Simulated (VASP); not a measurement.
A convergence study with VASP on BAs (zinc blende): one setting is varied, all else stays as given below, so the limit is that of these other settings. ε∞ is the independent-particle value.

```xyz
2
Lattice="0.0000 2.3900 2.3900 2.3900 0.0000 2.3900 2.3900 2.3900 0.0000" Properties=species:S:1:pos:R:3 pbc="T T T"
B      0.0000     0.0000     0.0000
As     1.1950     1.1950     1.1950
```

These are PBE GGA, VASP's PBE PAW potentials (set 64) (plane waves; VASP) values and carry that method's errors. The tightest run used: 700 eV cut-off, 8×8×8 Γ-centred mesh, Gaussian smearing of 0.050 eV, potentials B As.

```
setting     mean ε∞  bands
----------  -------  -----
NBANDS = 5     7.50      5
NBANDS = 6     9.16      6
NBANDS = 8    10.27      8
```

Q: These are the cheaper rows. Estimate the results at NBANDS = 132, and how far the last row shown lies from them.

A: 
| quantity | tightest run | last row shown is off by |
|---|---|---|
| mean ε∞ | 10.49 | -0.22 |

Left out are rungs that failed or repeat a setting and relaxations that didn't move; long series are thinned to 24 rows.

The compound is BAs in the zinc blende structure. The cell was not relaxed at this level.
